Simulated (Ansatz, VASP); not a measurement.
One calculation of B5Ru, two programs

```xyz
6
Lattice="0.0000 2.8018 2.8018 2.8018 0.0000 2.8018 2.8018 2.8018 0.0000" Properties=species:S:1:pos:R:3 pbc="T T T"
B     4.2027    4.2027    4.2027
B     3.4915    3.4915    2.1121
B     3.4915    2.1121    3.4915
B     2.1121    2.1121    2.1121
B     2.1121    3.4915    3.4915
Ru    0.0000    0.0000    0.0000
```

Change from the starting cell: species swapped into the ZrCu5 type (F-43m, No. 216).

Alike in both runs: functional PBE; k mesh 6 × 6 × 6; occupations gaussian, width 0.1 eV; no spin polarisation.

Ansatz relaxed the structure, and its values are those at the end. VASP's run is a single point on that final structure, the one shown.

|  | VASP | Ansatz |
| --- | --- | --- |
| version | VASP 6.6.1 | Ansatz 0.2.0 |
| potentials or method | VASP PAW PBE potentials, release 64 (B, Ru_pv) | scalar-relativistic, plane waves, PAW |
| plane-wave cutoff (eV) | 520 | 420 |
| valence electrons in the cell | 29 | 31 |

Ansatz gave:

| Item | Value |
| --- | --- |
| gap on the k mesh at the Fermi level (eV) | none |
| pressure (GPa) | 0.2 |
| rms of the force components (eV/Å) | 0.029 |

**Question.** Estimate VASP's values.

**Answer.** gap on the k mesh at the Fermi level (eV): none; pressure (GPa): 0.2; rms of the force components (eV/Å): 0.030.

A gap of «none» marks a metal or a gap that the smearing closes. The functional is the same, so the differences come from potentials, cutoffs and numerics. The two sets of potentials don't hold the same shells in valence.
